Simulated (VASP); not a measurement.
These are PBE GGA, VASP's PBE PAW potentials (set 64) (plane waves; VASP) values and carry that method's errors.

The input files of a VASP run:

**KPOINTS**
```
K-points
0
G
6 6 6
```

INCAR:
```
SYSTEM = ZrB
PREC = Accurate; ENCUT = 400; LREAL = .FALSE.
LASPH = .TRUE.
EDIFF = 1E-6; NELM = 100; ALGO = Normal
LMAXMIX = 4
ISMEAR = 0; SIGMA = 0.136
GGA = PE
ISIF = 2
LWAVE = .FALSE.; LCHARG = .FALSE.
```

POSCAR:
```
ZrB
1
    3.0809150000     0.0000000000     0.0000000000
   -1.5404580000     2.6681500000     0.0000000000
    0.0000000000     0.0000000000     3.0068200000
Zr B
1 1
Direct
  0.0000000000   0.0000000000   0.0000000000
  0.6666670000   0.3333330000   0.5000000000
```

POTCAR, in this order: Zr_sv B (PBE.64 set). Program: vasp_std.

The run wrote:

### OSZICAR
```
       N       E                     dE             d eps       ncg     rms          rms(c)
DAV:   1     0.842748588997E+02    0.84275E+02   -0.70448E+03   624   0.108E+03
DAV:   2    -0.122615411075E+02   -0.96536E+02   -0.92464E+02   678   0.302E+02
DAV:   3    -0.160011142939E+02   -0.37396E+01   -0.36026E+01   924   0.512E+01
DAV:   4    -0.160970552857E+02   -0.95941E-01   -0.95864E-01   739   0.846E+00
DAV:   5    -0.161023821386E+02   -0.53269E-02   -0.53265E-02   943   0.132E+00    0.237E+01
DAV:   6    -0.140849821238E+02    0.20174E+01   -0.75457E+00   681   0.200E+01    0.914E+00
DAV:   7    -0.141040543289E+02   -0.19072E-01   -0.24535E-01   886   0.383E+00    0.470E+00
DAV:   8    -0.141095820456E+02   -0.55277E-02   -0.33389E-02   746   0.197E+00    0.186E-01
DAV:   9    -0.141094558668E+02    0.12618E-03   -0.26116E-03   798   0.364E-01    0.117E-01
DAV:  10    -0.141094465712E+02    0.92956E-05   -0.17130E-04   757   0.177E-01    0.245E-02
DAV:  11    -0.141094455030E+02    0.10682E-05   -0.23966E-05   791   0.470E-02    0.480E-03
DAV:  12    -0.141094434736E+02    0.20294E-05   -0.88434E-07   477   0.105E-02    0.256E-03
DAV:  13    -0.141094429712E+02    0.50244E-06   -0.13416E-07   371   0.322E-03
   1 F= -.14109443E+02 E0= -.14098892E+02  d E =-.211028E-01
```

OUTCAR:
```
------------------------ aborting loop because EDIFF is reached ----------------------------------------
  FORCE on cell =-STRESS in cart. coord.  units (eV):
  Direction    XX          YY          ZZ          XY          YZ          ZX
  --------------------------------------------------------------------------------------
  Total        6.0037388      6.0037358      7.6130268     -0.0000011      0.0000000      0.0000000
  in kB      389.1660825    389.1658908    493.4811295     -0.0000729      0.0000000      0.0000000
  external PRESSURE =     423.9377010 kB  Pullay stress =       0.0000000 kB
  volume of cell :       24.72
      direct lattice vectors                 reciprocal lattice vectors
     3.080915000  0.000000000  0.000000000     0.324578899  0.187395822  0.000000000
    -1.540458000  2.668150000  0.000000000     0.000000000  0.374791522  0.000000000
     0.000000000  0.000000000  3.006820000     0.000000000  0.000000000  0.332577274
 POSITION                                       TOTAL-FORCE (eV/Angst)
 -----------------------------------------------------------------------------------
      0.00000      0.00000      0.00000         0.000000      0.000000      0.000000
      1.54046      0.88938      1.50341        -0.000000      0.000000      0.000000
 -----------------------------------------------------------------------------------
    total drift:                               -0.000085      0.000046     -0.000000
  FREE ENERGIE OF THE ION-ELECTRON SYSTEM (eV)
  ---------------------------------------------------
  free  energy   TOTEN  =       -14.1094429712 eV

  energy  without entropy=      -14.0883401901  energy(sigma->0) =      -14.09889158
```
(Selected blocks of OUTCAR.)

At this cut-off the stress carries a Pulay error, which pulls relaxed volumes low.

The structure was generated: ZrB was put into an ordered model structure, which need not be its known phase. The cell was not relaxed at this level, and its volume differs by -5.9 % from the start's. The k-mesh is coarse (spacing up to 0.39 per Å, 2π included), so the numbers may not be converged in it. The electron count is odd and the run is not spin-polarised, which forces a metal.
